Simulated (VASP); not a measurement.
Write the native input for VASP 6.6.1 that does the following.

* Task: relaxation of cell and atoms
* Functional: PBE
* Potentials or basis: VASP PAW PBE potentials, release 64 (Al, B, P)
* Cutoff: 520 eV
* k mesh: 3 × 3 × 4
* Occupations: gaussian, width 0.15 eV
* Spin: no spin polarisation
* Further INCAR settings: PREC = Normal; ALGO = Fast; EDIFF = 0.0001; IBRION = 2; EDIFFG = -0.08; NSW = 24; ISIF = 3

The structure of AlB3P4 lies in POSCAR:

```
AlB3P4
1.0
    3.4622311900     -4.9063435200      0.0000000000
    3.4622311900      4.9063435200      0.0000000000
    0.0000000000      0.0000000000      3.4897330400
Al B P
1 3 4
Direct
    0.5000000000      0.5000000000      0.0000000000
    0.0000000000      0.5000000000      0.5000000000
    0.5000000000      0.0000000000      0.5000000000
    0.0000000000      0.0000000000      0.0000000000
    0.2444260000      0.7555740000      0.0000000000
    0.7599080200      0.7599080200      0.5000000000
    0.2400919800      0.2400919800      0.5000000000
    0.7555740000      0.2444260000      0.0000000000
```

The cell was built by a generator and needn't be a form met in nature.

One way to write it, as run:

INCAR

```
PREC = Normal
ENCUT = 520
EDIFF = 1E-4
ISMEAR = 0
SIGMA = 0.15
LREAL = False
LASPH = True
NELM = 60
ALGO = Fast
ISIF = 3
LWAVE = False
LCHARG = False
GGA = PE
IBRION = 2
NSW = 24
EDIFFG = -0.08
KPAR = 4
```

KPOINTS

```
regular mesh
0
Gamma
  3 3 4
```

Potentials or basis: VASP PAW PBE potentials, release 64 (Al, B, P).

The run is started by

```console
$ cat potpaw_PBE.64/Al/POTCAR potpaw_PBE.64/B/POTCAR potpaw_PBE.64/P/POTCAR > POTCAR
$ mpirun -np 4 vasp_std > vasp.out
```

Results of the run:

- Relaxed volume: 11.86 Å³/atom
- Relaxed cell: a = 5.583 Å, b = 5.583 Å, c = 3.195 Å, α = 90.00°, β = 90.00°, γ = 107.62°
- Space group after relaxing (to 0.05 Å): Cmmm (No. 65)
- Energy gained by relaxing: 270.8 meV/atom
- Ionic steps: 8
- Pressure after relaxing: -0.3 GPa
- Largest force after relaxing: 0.053 eV/Å
- Band gap on the k mesh: none (metal or under the smearing width)

Caveat: the k mesh is coarse (spacing up to 0.45 Å⁻¹), so the values aren't converged; the volume moved by over 15 % at a fixed basis, so the end points are rough; the relaxation stopped at a loose force limit of 0.08 eV/Å, so its end isn't a converged minimum.

It took 33 s on 4 MPI ranks on Intel(R) Xeon(R) Platinum 8488C (Sapphire Rapids), with other jobs on the host, peak memory 0.17 GiB a rank.
